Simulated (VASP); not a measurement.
Here is the system:

```yaml
crystal:
  lattice:
    - [1.55576, -2.69466, 0.00000]
    - [1.55576, 2.69466, 0.00000]
    - [0.00000, 0.00000, 5.03998]
  atoms:
    - { symbol: Zr, position: [0.00000, 0.00000, 0.00000] }
    - { symbol: S, position: [0.33333, 0.66667, 0.31745] }
    - { symbol: S, position: [0.66667, 0.33333, 0.68255] }
```

The numbers are results of LDA (Ceperley-Alder, Perdew-Zunger), VASP's LDA PAW potentials (set 64) (plane waves; VASP), not measurements. Numerical set-up: 500 eV cut-off, 11×11×6 Γ-centred mesh, first-order Methfessel-Paxton smearing of 0.10 eV, potentials Zr_sv S.

Problem. Estimate the energy per atom (σ→0), pressure, band gap (on the k-mesh) with the smallest direct gap where there is one.

Solution. 
| Property | Result |
|---|---|
| band gap (on the k-mesh) | none (metal, semimetal or under 0.01 eV) |
| energy per atom (σ→0) | -7.092 eV/atom |
| pressure | 44.98 GPa |

Total energies compare only between runs with the same potentials, cut-off and functional.

The compound is ZrS2 in the 1T layered structure. It was relaxed first under an external pressure of 45 GPa.
